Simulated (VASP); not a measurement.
These are PBE GGA, VASP's PBE PAW potentials (set 64) (plane waves; VASP) values and carry that method's errors.

Input for VASP

**KPOINTS**
```
kpoints
0
gamma
 11 11 11
```

INCAR:
```
ALGO = Normal
EDIFF = 1E-7
ENCUT = 400
GGA = PE
ISIF = 2
ISMEAR = -5
LASPH = .TRUE.
LCHARG = .TRUE.
LMAXMIX = 6
LORBIT = 11
LREAL = .FALSE.
LWAVE = .FALSE.
NEDOS = 601
NELM = 100
PREC = Accurate
SYSTEM = HgTe
```

POSCAR:
```
HgTe
1.0
  0.0000000000   3.3269037265   3.3269037265
  3.3269037265   0.0000000000   3.3269037265
  3.3269037265   3.3269037265   0.0000000000
Hg Te
1 1
Cart
  6.6538074530   6.6538074530   6.6538074530
  1.6634518632   1.6634518632   1.6634518632
```

POTCAR, in this order: Hg Te (PBE.64 set). Program: vasp_std.

Output of the run:

### OSZICAR
```
       N       E                     dE             d eps       ncg     rms          rms(c)
DAV:   1     0.915337181629E+02    0.91534E+02   -0.69617E+03  1472   0.955E+02
DAV:   2    -0.170109157478E+00   -0.91704E+02   -0.88034E+02  1646   0.241E+02
DAV:   3    -0.381418074340E+01   -0.36441E+01   -0.36316E+01  1776   0.502E+01
DAV:   4    -0.385206377647E+01   -0.37883E-01   -0.37879E-01  2048   0.461E+00
DAV:   5    -0.385220834996E+01   -0.14457E-03   -0.14457E-03  1751   0.245E-01    0.657E+00
DAV:   6    -0.365738460532E+01    0.19482E+00   -0.48030E-01  1656   0.967E+00    0.533E+00
DAV:   7    -0.365204382603E+01    0.53408E-02   -0.97568E-02  1621   0.238E+00    0.208E+00
DAV:   8    -0.365154930824E+01    0.49452E-03   -0.92614E-03  1526   0.126E+00    0.533E-01
DAV:   9    -0.365159020280E+01   -0.40895E-04   -0.81839E-04  1776   0.344E-01    0.107E-01
DAV:  10    -0.365162157047E+01   -0.31368E-04   -0.92822E-05  1624   0.946E-02    0.501E-02
DAV:  11    -0.365163610546E+01   -0.14535E-04   -0.30536E-05  1551   0.442E-02    0.240E-02
DAV:  12    -0.365163513863E+01    0.96683E-06   -0.38316E-06  1726   0.153E-02    0.145E-02
DAV:  13    -0.365163511761E+01    0.21020E-07   -0.29599E-07  1571   0.397E-03
   1 F= -.36516351E+01 E0= -.36516351E+01  d E =0.000000E+00
```

File OUTCAR:
```
------------------------ aborting loop because EDIFF is reached ----------------------------------------
  FORCE on cell =-STRESS in cart. coord.  units (eV):
  Direction    XX          YY          ZZ          XY          YZ          ZX
  --------------------------------------------------------------------------------------
  Total       -0.0084125     -0.0084125     -0.0084125     -0.0000000      0.0000000      0.0000000
  in kB       -0.1830139     -0.1830139     -0.1830139     -0.0000000      0.0000000      0.0000000
  external PRESSURE =      -0.1830139 kB  Pullay stress =       0.0000000 kB
  volume of cell :       73.65
      direct lattice vectors                 reciprocal lattice vectors
     0.000000000  3.326903726  3.326903726    -0.150289891  0.150289891  0.150289891
     3.326903726  0.000000000  3.326903726     0.150289891 -0.150289891  0.150289891
     3.326903726  3.326903726  0.000000000     0.150289891  0.150289891 -0.150289891
 POSITION                                       TOTAL-FORCE (eV/Angst)
 -----------------------------------------------------------------------------------
      0.00000      0.00000      0.00000        -0.000000     -0.000000     -0.000000
      1.66345      1.66345      1.66345         0.000000      0.000000      0.000000
 -----------------------------------------------------------------------------------
    total drift:                               -0.000000     -0.000000     -0.000000
  FREE ENERGIE OF THE ION-ELECTRON SYSTEM (eV)
  ---------------------------------------------------
  free  energy   TOTEN  =        -3.6516351176 eV

  energy  without entropy=       -3.6516351176  energy(sigma->0) =       -3.65163512

 total charge

# of ion       s       p       d       tot
------------------------------------------
    1        0.741   0.355   9.360  10.456
    2        1.374   1.942   0.025   3.342
--------------------------------------------------
tot          2.115   2.298   9.385  13.798
```
(Selected blocks of OUTCAR.)

For a metal the tetrahedron method with Blöchl corrections gives inexact stress and forces.

The compound is HgTe in the zinc blende structure. It was relaxed first, which changed the volume by +9 %.
